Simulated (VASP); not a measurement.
Set up this calculation in VASP 6.6.1, as the native input.

```
Task                   : single point
Functional             : PBE
Potentials or basis    : VASP PAW PBE potentials, release 64 (Mg, Cd, Hg)
Cutoff                 : 520 eV
k mesh                 : 14 × 14 × 14
Occupations            : fermi-dirac, width 0.15 eV
Spin                   : no spin polarisation
Dipole correction      : no
Further INCAR settings : ALGO = Fast; EDIFF = 1e-07; NBANDS = 20
```

The structure of MgCdHg lies in POSCAR:

```
MgCdHg
1.0
   -1.9380192961      1.9380192961      4.4634983068
    1.9380192961     -1.9380192961      4.4634983068
    1.9380192961      1.9380192961     -4.4634983068
Mg Cd Hg
1 1 1
Direct
    0.6653676394      0.6653676394      0.0000000000
    0.3340052156      0.3340052156      0.0000000000
    0.0006271350      0.0006271350      0.0000000000
```

The cell comes from a database or a generator and needn't be the stable form of this composition.

The cell isn't the ideal one: cell and atoms relaxed tightly for response.

These files were run (other wordings do the same):

INCAR

```
  ALGO = Fast
  EDIFF = 1E-7
  ENCUT = 520
  GGA = PE
  ISIF = 2
  ISMEAR = -1
  LASPH = T
  LCHARG = F
  LREAL = F
  LWAVE = F
  NBANDS = 20
  NELM = 100
  PREC = Accurate
  SIGMA = 0.15
```

KPOINTS

```
k-points
0
Gamma
  14 14 14
```

Potentials or basis: VASP PAW PBE potentials, release 64 (Mg, Cd, Hg).

The run is started by

```sh
$ cat potpaw_PBE.64/Mg/POTCAR potpaw_PBE.64/Cd/POTCAR potpaw_PBE.64/Hg/POTCAR > POTCAR
$ mpirun -np 1 vasp_std > vasp.out
```

It gave:

```
Pressure               : 0.1 GPa
Largest force          : 0.003 eV/Å
Band gap on the k mesh : none (metal or under the smearing width)
```

Wall time 5.6 min on 1 thread of Intel(R) Xeon(R) Platinum 8488C (Sapphire Rapids) (shared host), peak memory 0.54 GiB.
